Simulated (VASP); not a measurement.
Here is the system:

```xyz
9
Lattice="4.7875 0.0000 0.0000 -2.3938 4.1461 0.0000 0.0000 0.0000 6.5847" Properties=species:S:1:pos:R:3 pbc="T T T"
Nb     1.1969     2.0731     4.3898
Nb    -1.1969     2.0731     2.1949
Nb     2.3938     0.0000     6.5847
Si     1.2533     3.4877     2.1949
Si     2.3938     2.8293     0.0000
Si    -1.2533     3.4877     4.3898
Si     1.1405     0.6584     2.1949
Si     0.0000     1.3169     0.0000
Si     3.6471     0.6584     4.3898
```

These are r2SCAN meta-GGA, VASP's PBE PAW potentials (set 64) (plane waves; VASP) values and carry that method's errors. Numerical set-up: 400 eV cut-off, 8×8×5 Γ-centred mesh, tetrahedra with Blöchl corrections, potentials Nb_sv Si.

Q: Give the energies of bands 23 to 36 at the high-symmetry points, in eV from the Fermi level.

A: 
```csv
band,Γ,M,K,A,L,H
23,-3.83,-3.67,-2.62,-4.65,-3.34,-2.65
24,-3.41,-3.46,-2.62,-4.07,-2.52,-2.65
25,-2.40,-2.63,-1.99,-2.65,-2.34,-2.39
26,-2.40,-2.15,-1.85,-2.65,-2.06,-2.38
27,-2.33,-2.02,-1.85,-2.55,-2.06,-2.38
28,-2.33,-2.00,-1.65,-2.17,-1.94,-2.22
29,-2.32,-1.04,-1.65,-1.73,-1.89,-0.75
30,-2.05,-0.70,-1.64,-1.51,-1.72,-0.75
31,-2.05,-0.09,0.38,-1.51,-0.62,-0.13
32,-1.15,0.01,0.38,1.09,-0.24,-0.13
33,0.93,0.87,0.51,1.09,1.58,0.94
34,3.45,1.32,2.27,3.03,2.00,2.22
35,3.67,1.71,2.28,3.03,2.54,2.31
36,3.72,2.18,2.35,3.51,2.65,2.31
```

It has no gap at this level: it comes out as a metal or semimetal.

The structure comes from a computed database's NbSi2 entry (P6_422); how it stands against other phases isn't given here. It was relaxed first. The electron count is odd and the run is not spin-polarised, which forces a metal.
